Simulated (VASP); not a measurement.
OSZICAR of a VASP run on Al (relaxed from the beta-Sn structure, space group I4_1/amd):

### OSZICAR
```
       N       E                     dE             d eps       ncg     rms          rms(c)
DAV:   1    -0.205368167686E+01   -0.20537E+01   -0.18057E+03  5943   0.484E+02
DAV:   2    -0.756185514712E+01   -0.55082E+01   -0.52851E+01  7826   0.432E+01
DAV:   3    -0.760742143072E+01   -0.45566E-01   -0.45386E-01  8281   0.498E+00
DAV:   4    -0.760754955629E+01   -0.12813E-03   -0.12726E-03  8603   0.242E-01
DAV:   5    -0.760754998251E+01   -0.42621E-06   -0.42065E-06  8344   0.949E-03    0.168E+00
DAV:   6    -0.758821796077E+01    0.19332E-01   -0.46958E-03  7686   0.378E-01    0.952E-01
DAV:   7    -0.757594825021E+01    0.12270E-01   -0.10922E-02  7182   0.569E-01    0.170E-01
DAV:   8    -0.757587181344E+01    0.76437E-04   -0.16322E-04  8666   0.103E-01    0.172E-02
DAV:   9    -0.757587539243E+01   -0.35790E-05   -0.32747E-06  8442   0.123E-02    0.376E-03
DAV:  10    -0.757587756963E+01   -0.21772E-05   -0.42276E-07  8085   0.326E-03    0.124E-03
DAV:  11    -0.757587746828E+01    0.10134E-06   -0.94405E-09  4256   0.816E-04    0.261E-04
DAV:  12    -0.757587738410E+01    0.84186E-07   -0.72759E-10  3899   0.234E-04
   1 F= -.75758774E+01 E0= -.75758774E+01  d E =0.000000E+00
```

### Question
Which electronic solver shows in the log?

### Answer
It is blocked Davidson (ALGO = Normal, or the opening steps of other solvers). The INCAR had ALGO = Normal.

### Question
Can the final energy be trusted as converged?

### Answer
The run converged. It stopped with EDIFF = 1E-7, NELM = 100 (PBEsol GGA, plane waves, VASP's PBE PAW potentials (set 64)).

The structure was generated: Al was put into the beta-Sn type (I4_1/amd), which need not be its known phase. It was relaxed first, which changed the volume by +8 %.
